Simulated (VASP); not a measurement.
Output of a VASP run:

**OUTCAR**
```
 ion  position               nearest neighbor table
   1  0.000  0.000  0.000-
   2  0.799  0.500  0.500-   5 1.61   4 1.70   3 1.70   6 1.70   7 1.70
   3  0.500  0.201  0.500-   4 1.61   2 1.70   5 1.70   6 1.70   7 1.70
   4  0.500  0.799  0.500-   3 1.61   2 1.70   5 1.70   6 1.70   7 1.70
   5  0.201  0.500  0.500-   2 1.61   3 1.70   4 1.70   6 1.70   7 1.70
   6  0.500  0.500  0.799-   7 1.61   3 1.70   4 1.70   5 1.70   2 1.70
   7  0.500  0.500  0.201-   6 1.61   3 1.70   4 1.70   5 1.70   2 1.70
  LATTYP: Found a simple cubic cell.
 ALAT       =     4.0145496312
 Subroutine PRICEL returns:
 Original cell was already a primitive cell.
 Subroutine GETGRP returns: Found 48 space group operations
The static configuration has the point symmetry O_h .
The dynamic configuration has the point symmetry O_h .
 Subroutine INISYM returns: Found 48 space group operations
 Subroutine IBZKPT returns following result:
 Found     20 irreducible k-points:

 Following reciprocal coordinates:
            Coordinates               Weight
  0.000000  0.000000  0.000000      1.000000
  0.166667  0.000000  0.000000      6.000000
  0.333333  0.000000  0.000000      6.000000
  0.500000  0.000000  0.000000      3.000000
  0.166667  0.166667  0.000000     12.000000
  0.333333  0.166667  0.000000     24.000000
  0.500000  0.166667  0.000000     12.000000
  0.333333  0.333333  0.000000     12.000000
  0.500000  0.333333  0.000000     12.000000
  0.500000  0.500000  0.000000      3.000000
  0.166667  0.166667  0.166667      8.000000
  0.333333  0.166667  0.166667     24.000000
  0.500000  0.166667  0.166667     12.000000
  0.333333  0.333333  0.166667     24.000000
  0.500000  0.333333  0.166667     24.000000
  0.500000  0.500000  0.166667      6.000000
  0.333333  0.333333  0.333333      8.000000
  0.500000  0.333333  0.333333     12.000000
  0.500000  0.500000  0.333333      6.000000
  0.500000  0.500000  0.500000      1.000000
   k-points           NKPTS =     20   k-points in BZ     NKDIM =     20   number of bands    NBANDS=     18
   number of dos      NEDOS =    301   number of ions     NIONS =      7
   total plane-waves  NPLWV =  46656
   dimension x,y,z NGX =    36 NGY =   36 NGZ =   36
   dimension x,y,z NGXF=    72 NGYF=   72 NGZF=   72
   ions per type =               1   6
   PREC   = accura    normal or accurate (medium, high low for compatibility)
   ISTART =      0    job   : 0-new  1-cont  2-samecut
   ICHARG =      2    charge: 1-file 2-atom 10-const
   ISPIN  =      1    spin polarized calculation?
   LNONCOLLINEAR =      F non collinear calculations
   LSORBIT =      F    spin-orbit coupling
   INIWAV =      1    electr: 0-lowe 1-rand  2-diag
   ENCUT  =  620.0 eV  45.57 Ry    6.75 a.u.   8.15  8.15  8.15*2*pi/ulx,y,z
   NELM   =    100;   NELMIN=  2; NELMDL= -5     # of ELM steps
   EDIFF  = 0.1E-05   stopping-criterion for ELM
   LREAL  =      F    real-space projection
   NLSPLINE    = F    spline interpolate recip. space projectors
   LMAXMIX     =    2 max onsite mixed and CHGCAR
   VOSKOWN=      0    Vosko Wilk Nusair interpolation
   EDIFFG = -.2E-01   stopping-criterion for IOM
   NSW    =     40    number of steps for IOM
   NBLOCK =      1;   KBLOCK =     40    inner block; outer block
   IBRION =      2    ionic relax: 0-MD 1-quasi-New 2-CG
   NFREE  =      1    steps in history (QN), initial steepest desc. (CG)
   ISIF   =      3    stress and relaxation
   ISYM   =      2    0-nonsym 1-usesym 2-fastsym
   TEIN   =    0.0    initial temperature
   TEBEG  =    0.0;   TEEND  =   0.0 temperature during run
   SMASS  =  -3.00    Nose mass-parameter (am)
   PSTRESS=  200.0 pullay stress
   NELECT =      28.0000    total number of electrons
   EFERMI =   0.00;   METHOD = LEGACY
   ISMEAR =     0;   SIGMA  =   0.05  broadening in eV -4-tet -1-fermi 0-gaus
   IALGO  =     38    algorithm
   LDIAG  =      T    sub-space diagonalisation (order eigenvalues)
   IMIX   =      4    mixing-type and parameters
     AMIX     =   0.40;   BMIX     =  1.00
     AMIX_MAG =   1.60;   BMIX_MAG =  1.00
...
```

File OSZICAR:
```
...
DAV:  14    -0.497367215816E+02   -0.37736E-06   -0.80061E-06   912   0.221E-02
   1 F= -.41660097E+02 E0= -.41659978E+02  d E =-.416601E+02
       N       E                     dE             d eps       ncg     rms          rms(c)
DAV:   1    -0.496510014715E+02    0.85720E-01   -0.17968E+01   808   0.413E+01    0.431E+00
DAV:   2    -0.492224452345E+02    0.42856E+00   -0.11553E+00   836   0.102E+01    0.222E+00
DAV:   3    -0.491019008763E+02    0.12054E+00   -0.68602E-01  1184   0.639E+00    0.502E-01
DAV:   4    -0.491031571651E+02   -0.12563E-02   -0.37962E-02   948   0.164E+00    0.228E-01
DAV:   5    -0.491068882285E+02   -0.37311E-02   -0.52124E-03  1264   0.462E-01    0.717E-02
DAV:   6    -0.491072082775E+02   -0.32005E-03   -0.31215E-04  1246   0.984E-02    0.475E-02
DAV:   7    -0.491073328179E+02   -0.12454E-03   -0.20332E-04  1106   0.873E-02    0.118E-02
DAV:   8    -0.491073323210E+02    0.49693E-06   -0.66595E-06   900   0.198E-02
   2 F= -.41687196E+02 E0= -.41686673E+02  d E =-.270995E-01
       N       E                     dE             d eps       ncg     rms          rms(c)
DAV:   1    -0.495745392869E+02   -0.46721E+00   -0.37561E+00   934   0.195E+01    0.187E+00
DAV:   2    -0.494930041430E+02    0.81535E-01   -0.24568E-01   946   0.451E+00    0.103E+00
DAV:   3    -0.494669605593E+02    0.26044E-01   -0.16619E-01  1198   0.302E+00    0.327E-01
DAV:   4    -0.494665035743E+02    0.45699E-03   -0.85446E-03   964   0.897E-01    0.122E-01
DAV:   5    -0.494674016613E+02   -0.89809E-03   -0.13157E-03  1096   0.237E-01    0.244E-02
DAV:   6    -0.494674097488E+02   -0.80876E-05   -0.90881E-05  1028   0.610E-02    0.261E-02
DAV:   7    -0.494674377323E+02   -0.27983E-04   -0.31804E-05  1144   0.353E-02    0.913E-03
DAV:   8    -0.494674387200E+02   -0.98776E-06   -0.16036E-06   738   0.116E-02
   3 F= -.41754526E+02 E0= -.41754259E+02  d E =-.944290E-01
       N       E                     dE             d eps       ncg     rms          rms(c)
DAV:   1    -0.494392633864E+02    0.28174E-01   -0.15264E+00   736   0.787E+00    0.564E-01
DAV:   2    -0.494254518563E+02    0.13812E-01   -0.52951E-02  1000   0.163E+00    0.262E-01
DAV:   3    -0.494228223500E+02    0.26295E-02   -0.16746E-02   766   0.760E-01    0.539E-02
DAV:   4    -0.494228154161E+02    0.69339E-05   -0.17086E-03   916   0.273E-01    0.372E-02
DAV:   5    -0.494228060174E+02    0.93986E-05   -0.27328E-04  1092   0.100E-01    0.162E-02
DAV:   6    -0.494228018152E+02    0.42022E-05   -0.39306E-05   932   0.490E-02    0.540E-03
DAV:   7    -0.494228021490E+02   -0.33374E-06   -0.15004E-06   598   0.106E-02
   4 F= -.41742087E+02 E0= -.41741690E+02  d E =0.124388E-01
       N       E                     dE             d eps       ncg     rms          rms(c)
DAV:   1    -0.494692669497E+02   -0.46465E-01   -0.77942E-01   732   0.560E+00    0.411E-01
DAV:   2    -0.494617476183E+02    0.75193E-02   -0.28549E-02  1006   0.118E+00    0.186E-01
DAV:   3    -0.494605039967E+02    0.12436E-02   -0.76942E-03   748   0.519E-01    0.420E-02
DAV:   4    -0.494604977532E+02    0.62435E-05   -0.86638E-04   974   0.197E-01    0.272E-02
DAV:   5    -0.494604892248E+02    0.85284E-05   -0.15206E-04  1112   0.740E-02    0.115E-02
DAV:   6    -0.494604872402E+02    0.19846E-05   -0.19681E-05   920   0.339E-02    0.365E-03
DAV:   7    -0.494604874049E+02   -0.16469E-06   -0.73634E-07   502   0.738E-03
   5 F= -.41756879E+02 E0= -.41756268E+02  d E =-.235314E-02
```

File OUTCAR:
```
------------------------ aborting loop because EDIFF is reached ----------------------------------------
  FORCE on cell =-STRESS in cart. coord.  units (eV):
  Direction    XX          YY          ZZ          XY          YZ          ZX
  --------------------------------------------------------------------------------------
  Total        7.6805928      7.6805928      7.6805928      0.0000000      0.0000000     -0.0000000
  in kB      199.4024683    199.4024683    199.4024683      0.0000000      0.0000000     -0.0000000
  external PRESSURE =      -0.5975317 kB  Pullay stress =     200.0000000 kB
  volume of cell :       61.71
      direct lattice vectors                 reciprocal lattice vectors
     3.951769426 -0.000000000  0.000000000     0.253051201 -0.000000000  0.000000000
     0.000000000  3.951769426 -0.000000000     0.000000000  0.253051201 -0.000000000
    -0.000000000  0.000000000  3.951769426    -0.000000000  0.000000000  0.253051201
 POSITION                                       TOTAL-FORCE (eV/Angst)
 -----------------------------------------------------------------------------------
     -0.00000      0.00000      3.95177        -0.000000      0.000000      0.000000
      3.16210      1.97588      1.97588        -0.006940      0.000000     -0.000000
      1.97588      0.78967      1.97588         0.000000      0.006940     -0.000000
      1.97588      3.16210      1.97588        -0.000000     -0.006940      0.000000
      0.78967      1.97588      1.97588         0.006940     -0.000000      0.000000
      1.97588      1.97588      3.16210         0.000000      0.000000     -0.006940
      1.97588      1.97588      0.78967        -0.000000      0.000000      0.006940
 -----------------------------------------------------------------------------------
    total drift:                                0.000000      0.000000      0.000000
  FREE ENERGIE OF THE ION-ELECTRON SYSTEM (eV)
  ---------------------------------------------------
  free  energy   TOTEN  =       -49.4604874049 eV

  energy  without entropy=      -49.4592660754  energy(sigma->0) =      -49.45987674
  enthalpy is  TOTEN    =       -41.7568789013 eV   P V=        7.7036085036

 reached required accuracy - stopping structural energy minimisation
```
(Selected blocks of OUTCAR.)

### POSCAR
```
CaB6
1
    4.0145496312     0.0000000000     0.0000000000
    0.0000000000     4.0145496312     0.0000000000
    0.0000000000     0.0000000000     4.0145496312
Ca B
1 6
Direct
  0.0000000000   0.0000000000   0.0000000000
  0.7993652446   0.5000000000   0.5000000000
  0.5000000000   0.2006347554   0.5000000000
  0.5000000000   0.7993652446   0.5000000000
  0.2006347554   0.5000000000   0.5000000000
  0.5000000000   0.5000000000   0.7993652446
  0.5000000000   0.5000000000   0.2006347554
```

Problem. Write an INCAR and KPOINTS that could have produced this output.

Solution. Several could match; the one computed here: the input of the run itself, LDA (Ceperley-Alder, Perdew-Zunger), plane waves, VASP's LDA PAW potentials (set 64).

### INCAR
```
NELM=100   # most electronic steps
SYSTEM=CaB6
EDIFF=1E-6   # SCF stop (eV)
PREC=Accurate
LREAL=.FALSE.
SIGMA=0.05   # width (eV)
PSTRESS=200
NSW=40
LWAVE=.FALSE.
EDIFFG=-0.02   # ionic stop
ALGO=Normal   # blocked Davidson
ISMEAR=0
ISIF=3
IBRION=2   # conjugate gradients
ENCUT=620   # plane-wave cut-off (eV)
LCHARG=.FALSE.
LASPH=.TRUE.   # aspherical one-centre terms
```

### KPOINTS
```
Automatic mesh
0
Gamma
6 6 6
0 0 0
```

POTCAR, in this order: Ca_sv B (LDA.64 set). Program: vasp_std.

Energy and stress use the plane-wave basis of the starting cell.

The compound is CaB6 in the cab6 structure. This run relaxes it under an external pressure of 20 GPa. Symmetry was kept, so distortions that lower it aren't found.
